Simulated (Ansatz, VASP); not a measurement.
## NbCd3: VASP beside Ansatz

```
Nb Cd
1.0
     4.31977    0.00000    0.00000
     0.00000    4.31977    0.00000
     0.00000    0.00000    4.31977
Nb Cd
1 3
Direct
  0.00000 0.00000 0.00000
  0.50000 0.50000 0.00000
  0.50000 0.00000 0.50000
  0.00000 0.50000 0.50000
```

The cell comes from a database or a generator and needn't be the stable form of this composition.

Alike in both runs: task single point; functional PBEsol; k mesh 9 × 9 × 9; occupations fermi-dirac, width 0.03 eV; no spin polarisation.

```csv
,VASP,Ansatz
version,VASP 6.6.1,Ansatz 0.2.0
potentials or method,"VASP PAW PBE potentials, release 64 (Nb_sv, Cd), cutoff 520 eV","all-electron LAPW, scalar-relativistic"
```

```csv
,VASP,Ansatz,Ansatz less VASP
pressure (GPa),-5.6,-5.9,-0.36
```

Ansatz ran all-electron here, so the differences hold the error of VASP's frozen core and of both bases.

Caveats: the PAW data sets were made with another functional, which shifts forces and pressure a little (VASP).
